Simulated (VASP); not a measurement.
Output of a VASP run:

File OSZICAR:
```
       N       E                     dE             d eps       ncg     rms          rms(c)
DAV:   1     0.563344063349E+01    0.56334E+01   -0.37444E+03  7736   0.561E+02
DAV:   2    -0.165968282669E+02   -0.22230E+02   -0.20943E+02  9292   0.107E+02
DAV:   3    -0.172049873592E+02   -0.60816E+00   -0.60585E+00  9556   0.143E+01
DAV:   4    -0.172064525739E+02   -0.14652E-02   -0.14651E-02  8092   0.802E-01
DAV:   5    -0.172064590788E+02   -0.65049E-05   -0.65049E-05  9448   0.554E-02    0.565E+00
DAV:   6    -0.155051865169E+02    0.17013E+01   -0.22693E+00  8844   0.641E+00    0.260E+00
DAV:   7    -0.152340730195E+02    0.27111E+00   -0.10130E+00  9008   0.433E+00    0.831E-01
DAV:   8    -0.152346135501E+02   -0.54053E-03   -0.54716E-02  8312   0.131E+00    0.263E-01
DAV:   9    -0.152311214594E+02    0.34921E-02   -0.12497E-02  8548   0.462E-01    0.513E-02
DAV:  10    -0.152310980975E+02    0.23362E-04   -0.30768E-04  8828   0.112E-01    0.194E-02
DAV:  11    -0.152310999714E+02   -0.18739E-05   -0.23099E-05  8724   0.286E-02    0.787E-03
DAV:  12    -0.152310974427E+02    0.25287E-05   -0.10110E-05  8676   0.142E-02    0.113E-03
DAV:  13    -0.152310974714E+02   -0.28730E-07   -0.21300E-07  4732   0.280E-03
   1 F= -.15231097E+02 E0= -.15230957E+02  d E =-.420751E-03
```

File OUTCAR:
```
------------------------ aborting loop because EDIFF is reached ----------------------------------------
  FORCE on cell =-STRESS in cart. coord.  units (eV):
  Direction    XX          YY          ZZ          XY          YZ          ZX
  --------------------------------------------------------------------------------------
  Total        2.4457469      0.6600332     -1.3422754     -0.5075860      0.0000000      0.0000000
  in kB      136.1779827     36.7503258    -74.7372324    -28.2621397      0.0000000      0.0000000
  external PRESSURE =      32.7303587 kB  Pullay stress =       0.0000000 kB
  volume of cell :       28.77
      direct lattice vectors                 reciprocal lattice vectors
     1.498986000 -2.647574000  0.000000000     0.333558819 -0.188852134  0.000000000
     1.498986000  2.647574000  0.000000000     0.333558819  0.188852134  0.000000000
     0.000000000  0.000000000  3.625263000     0.000000000  0.000000000  0.275842056
 POSITION                                       TOTAL-FORCE (eV/Angst)
 -----------------------------------------------------------------------------------
      0.00000      0.00000      0.00000         0.205817      0.015835      0.000000
      1.49899      0.88253      1.81263         0.828762     -0.361778      0.000000
      1.59593     -0.88253      1.81263        -1.034579      0.345943      0.000000
 -----------------------------------------------------------------------------------
    total drift:                                0.000010      0.000000      0.000000
  FREE ENERGIE OF THE ION-ELECTRON SYSTEM (eV)
  ---------------------------------------------------
  free  energy   TOTEN  =       -15.2310974714 eV

  energy  without entropy=      -15.2306767207  energy(sigma->0) =      -15.23095722
```
(Selected blocks of OUTCAR.)

File POSCAR:
```
MgB2
1
    1.4989860000    -2.6475740000     0.0000000000
    1.4989860000     2.6475740000     0.0000000000
    0.0000000000     0.0000000000     3.6252630000
Mg B
1 2
Direct
  0.0000000000   0.0000000000   0.0000000000
  0.3333330000   0.6666670000   0.5000000000
  0.6990050000   0.3656710000   0.5000000000
```

**Question.** Write an INCAR and KPOINTS that could have produced this output.

**Answer.** One answer among several that fit: the input of the run itself, PBE GGA, plane waves, VASP's PBE PAW potentials (set 64).

**INCAR**
```
! general
SYSTEM=MgB2
PREC  =Accurate
ENCUT =520
LREAL =.FALSE.
LASPH =.TRUE.
NBANDS=12

! electronic loop
EDIFF =1E-6
NELM  =100
ALGO  =Normal

! smearing
ISMEAR=1
SIGMA =0.1

! functional
GGA   =PE

! ions
ISIF  =2

! output
LWAVE =.FALSE.
LCHARG=.FALSE.
```

**KPOINTS**
```
Automatic mesh
0
Gamma
11 11 8
0 0 0
```

POTCAR, in this order: Mg B (PBE.64 set). Program: vasp_std.

The compound is MgB2 in the AlB2 type structure. The cell was not relaxed at this level, atoms are displaced from their ideal sites. The run is one of a series of settings (NBANDS = 12 against the base run), some of them coarse on purpose.
